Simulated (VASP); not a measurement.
These are PBEsol GGA, VASP's PBE PAW potentials (set 64) (plane waves; VASP) values and carry that method's errors.

VASP input:

**INCAR**
```
PREC=Accurate
SIGMA=0.1   ! width (eV)
LCHARG=.False.
EDIFFG=-0.01
ISMEAR=1
ISIF=3   ! ions, shape and volume
MAGMOM=2.5
NELM=100   ! most electronic steps
IBRION=2   ! conjugate gradients
LORBIT=10
LWAVE=.False.
ISPIN=2   ! spin-polarised
LASPH=.True.   ! aspherical one-centre terms
LREAL=.False.   ! projection in real space or not
EDIFF=1E-6   ! SCF stop (eV)
SYSTEM=Fe
GGA=PS   ! PBEsol
LMAXMIX=4
NSW=60
ENCUT=480
ALGO=Normal
```

**POSCAR**
```
Fe
1
   -1.4350000000     1.4350000000     1.4350000000
    1.4350000000    -1.4350000000     1.4350000000
    1.4350000000     1.4350000000    -1.4350000000
Fe
1
Direct
  0.0000000000   0.0000000000   0.0000000000
```

**KPOINTS**
```
Automatic mesh
0
Gamma
16 16 16
0 0 0
```

POTCAR, in this order: Fe (PBE.64 set). Program: vasp_std.

The run wrote:

### OUTCAR
```
 ion  position               nearest neighbor table
   1  0.000  0.000  0.000-
  LATTYP: Found a body centered cubic cell.
 ALAT       =     2.8700000000
 Subroutine PRICEL returns:
 Original cell was already a primitive cell.
 Subroutine GETGRP returns: Found 48 space group operations
The static configuration has the point symmetry O_h .
The dynamic configuration has the point symmetry O_h .
The overall configuration has the point symmetry O_h .
 Subroutine INISYM returns: Found 48 space group operations
 Subroutine IBZKPT returns following result:
 Found    145 irreducible k-points:

 Following reciprocal coordinates:
            Coordinates               Weight
  0.000000  0.000000  0.000000      1.000000
  0.062500  0.000000  0.000000     12.000000
  0.125000  0.000000  0.000000     12.000000
  0.187500  0.000000  0.000000     12.000000
  0.250000  0.000000  0.000000     12.000000
  0.312500  0.000000  0.000000     12.000000
  0.375000  0.000000  0.000000     12.000000
  0.437500  0.000000  0.000000     12.000000
  0.500000  0.000000  0.000000      6.000000
...
```

File OSZICAR:
```
       N       E                     dE             d eps       ncg     rms          rms(c)
DAV:   1     0.140827964235E+02    0.14083E+02   -0.39441E+03  5452   0.101E+03
DAV:   2    -0.980368564302E+01   -0.23886E+02   -0.22367E+02  5251   0.126E+02
DAV:   3    -0.100799151138E+02   -0.27623E+00   -0.27521E+00  5890   0.187E+01
DAV:   4    -0.100812037863E+02   -0.12887E-02   -0.12886E-02  5733   0.119E+00
DAV:   5    -0.100812165044E+02   -0.12718E-04   -0.12718E-04  5671   0.105E-01    0.115E+01
DAV:   6    -0.898033035255E+01    0.11009E+01   -0.15675E+01  5500   0.626E+01    0.608E+00
DAV:   7    -0.887620382023E+01    0.10413E+00   -0.11408E+00  5510   0.163E+01    0.335E+00
DAV:   8    -0.887259674952E+01    0.36071E-02   -0.87402E-03  6463   0.807E-01    0.142E+00
DAV:   9    -0.886356232675E+01    0.90344E-02   -0.11838E-02  6547   0.937E-01    0.545E-01
DAV:  10    -0.886444568819E+01   -0.88336E-03   -0.24931E-04  6686   0.189E-01    0.386E-01
DAV:  11    -0.886496354788E+01   -0.51786E-03   -0.24033E-03  6485   0.532E-01    0.969E-02
DAV:  12    -0.886504057255E+01   -0.77025E-04   -0.78792E-05  6629   0.106E-01    0.267E-02
DAV:  13    -0.886504549811E+01   -0.49256E-05   -0.48320E-06  4324   0.202E-02    0.872E-03
DAV:  14    -0.886504385618E+01    0.16419E-05   -0.67677E-07  2652   0.131E-02    0.313E-03
DAV:  15    -0.886504375154E+01    0.10464E-06   -0.94682E-08  2631   0.407E-03
   1 F= -.88650438E+01 E0= -.88652076E+01  d E =-.886504E+01  mag=     2.2753
       N       E                     dE             d eps       ncg     rms          rms(c)
DAV:   1    -0.109033061035E+02   -0.20383E+01   -0.45939E+01  5445   0.114E+02    0.148E+01
DAV:   2    -0.895698676492E+01    0.19463E+01   -0.13832E+01  5502   0.624E+01    0.973E+00
DAV:   3    -0.890573246838E+01    0.51254E-01   -0.31866E-01  5549   0.931E+00    0.464E+00
DAV:   4    -0.888387875656E+01    0.21854E-01   -0.80978E-03  5506   0.992E-01    0.997E-01
DAV:   5    -0.886678859632E+01    0.17090E-01   -0.23917E-02  5828   0.134E+00    0.187E-01
DAV:   6    -0.886686885486E+01   -0.80259E-04   -0.15303E-03  5636   0.554E-01    0.876E-02
DAV:   7    -0.886687301848E+01   -0.41636E-05   -0.40402E-05  5374   0.927E-02    0.409E-02
DAV:   8    -0.886688209336E+01   -0.90749E-05   -0.13668E-05  5405   0.569E-02    0.141E-02
DAV:   9    -0.886687933199E+01    0.27614E-05   -0.11029E-06  2710   0.110E-02    0.427E-03
DAV:  10    -0.886687909046E+01    0.24153E-06   -0.24907E-07  2618   0.536E-03
   2 F= -.88668791E+01 E0= -.88668108E+01  d E =-.183534E-02  mag=     1.9509
       N       E                     dE             d eps       ncg     rms          rms(c)
DAV:   1    -0.941683122801E+01   -0.54995E+00   -0.11722E+01  5405   0.633E+01    0.674E+00
DAV:   2    -0.897005078457E+01    0.44678E+00   -0.50625E+00  5474   0.329E+01    0.577E+00
DAV:   3    -0.892613829515E+01    0.43912E-01   -0.28452E-01  5585   0.868E+00    0.231E+00
DAV:   4    -0.892092475504E+01    0.52135E-02   -0.32153E-03  5574   0.928E-01    0.626E-01
DAV:   5    -0.891633641673E+01    0.45883E-02   -0.61350E-03  5434   0.799E-01    0.803E-02
DAV:   6    -0.891636543475E+01   -0.29018E-04   -0.12794E-04  5421   0.143E-01    0.447E-02
DAV:   7    -0.891636401134E+01    0.14234E-05   -0.74923E-06  5321   0.346E-02    0.234E-02
DAV:   8    -0.891636721124E+01   -0.31999E-05   -0.43110E-06  5269   0.272E-02    0.345E-03
DAV:   9    -0.891636722610E+01   -0.14853E-07   -0.15924E-07  2629   0.411E-03
   3 F= -.89163672E+01 E0= -.89162734E+01  d E =-.513235E-01  mag=     2.0951
       N       E                     dE             d eps       ncg     rms          rms(c)
DAV:   1    -0.891687160686E+01   -0.50440E-03   -0.10378E-02  5428   0.182E+00    0.201E-01
DAV:   2    -0.891646026501E+01    0.41134E-03   -0.42321E-03  5485   0.987E-01    0.166E-01
DAV:   3    -0.891643155724E+01    0.28708E-04   -0.19445E-04  5551   0.225E-01    0.676E-02
DAV:   4    -0.891642718996E+01    0.43673E-05   -0.26806E-06  4956   0.263E-02    0.144E-02
DAV:   5    -0.891642369844E+01    0.34915E-05   -0.51482E-06  5305   0.222E-02    0.216E-03
DAV:   6    -0.891642371050E+01   -0.12056E-07   -0.95191E-08  2616   0.314E-03
   4 F= -.89164237E+01 E0= -.89163240E+01  d E =-.513800E-01  mag=     2.0917
```

### OUTCAR
```
------------------------ aborting loop because EDIFF is reached ----------------------------------------
  FORCE on cell =-STRESS in cart. coord.  units (eV):
  Direction    XX          YY          ZZ          XY          YZ          ZX
  --------------------------------------------------------------------------------------
  Total       -0.0048880     -0.0048880     -0.0048880     -0.0000000      0.0000000     -0.0000000
  in kB       -0.7246808     -0.7246808     -0.7246808     -0.0000000      0.0000000     -0.0000000
  external PRESSURE =      -0.7246808 kB  Pullay stress =       0.0000000 kB
  volume of cell :       10.81
      direct lattice vectors                 reciprocal lattice vectors
    -1.392767859  1.392767859  1.392767859     0.000000000  0.358997371  0.358997371
     1.392767859 -1.392767859  1.392767859     0.358997371  0.000000000  0.358997371
     1.392767859  1.392767859 -1.392767859     0.358997371  0.358997371  0.000000000
 POSITION                                       TOTAL-FORCE (eV/Angst)
 -----------------------------------------------------------------------------------
      1.39277      1.39277     -1.39277         0.000000      0.000000      0.000000
 -----------------------------------------------------------------------------------
    total drift:                                0.000000      0.000000     -0.000000
  FREE ENERGIE OF THE ION-ELECTRON SYSTEM (eV)
  ---------------------------------------------------
  free  energy   TOTEN  =        -8.9164237105 eV

  energy  without entropy=       -8.9161244454  energy(sigma->0) =       -8.91632396

 total charge

# of ion       s       p       d       tot
------------------------------------------
    1        0.512   0.590   6.280   7.382

 magnetization (x)

# of ion       s       p       d       tot
------------------------------------------
    1       -0.012  -0.047   2.132   2.072

 reached required accuracy - stopping structural energy minimisation
```
(Selected blocks of OUTCAR.)

CONTCAR:
```
Fe
   1.00000000000000
    -1.3927678590148918    1.3927678590148918    1.3927678590148918
     1.3927678590148918   -1.3927678590148918    1.3927678590148918
     1.3927678590148918    1.3927678590148918   -1.3927678590148918
  Fe
     1
Direct
     0.0000000000000000    0.0000000000000000    1.0000000000000000
```

Energy and stress use the plane-wave basis of the starting cell.

The compound is Fe in the bcc structure. This run relaxes it. Symmetry was kept, so distortions that lower it aren't found.
